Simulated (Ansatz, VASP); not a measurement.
One calculation of Hf5F3, two programs

```
Hf F
1.0
    -3.31018    3.31018    3.31018
     3.31018   -3.31018    3.31018
     3.31018    3.31018   -3.31018
Hf F
5 3
Direct
  0.00000 0.00000 0.00000
  0.00000 0.00000 0.50000
  0.00000 0.50000 0.00000
  0.50000 0.00000 0.00000
  0.50000 0.50000 0.50000
  0.00000 0.50000 0.50000
  0.50000 0.50000 0.00000
  0.50000 0.00000 0.50000
```

Change from the starting cell: species swapped into the Fe5Co3 type (Im-3m, No. 229).

Alike in both runs: functional PBE; k mesh 8 × 8 × 8; occupations gaussian, width 0.1 eV; no spin polarisation.

Ansatz relaxed the structure, and its values are those at the end. VASP's run is a single point on that final structure, the one shown.

```csv
,VASP,Ansatz
version,VASP 6.6.1,Ansatz 0.2.0
potentials or method,"VASP PAW PBE potentials, release 64 (Hf_pv, F)","scalar-relativistic, plane waves, PAW"
plane-wave cutoff (eV),520,420
valence electrons in the cell,71,151
```

Ansatz gave:

| Quantity | Value |
| --- | --- |
| gap on the k mesh at the Fermi level (eV) | none |
| pressure (GPa) | 0.0 |

Question: Estimate VASP's values.

Answer: gap on the k mesh at the Fermi level (eV): none; pressure (GPa): -0.6.

A gap of «none» marks a metal or a gap that the smearing closes. With one functional, cell and mesh, what is left measures potentials, basis and numerics. The two sets of potentials don't hold the same shells in valence.

Caveats: an odd number of electrons without spin polarisation forces a metal; a magnetic or distorted state may lie lower. Spin-orbit coupling is left out, which matters for the levels of Hf.
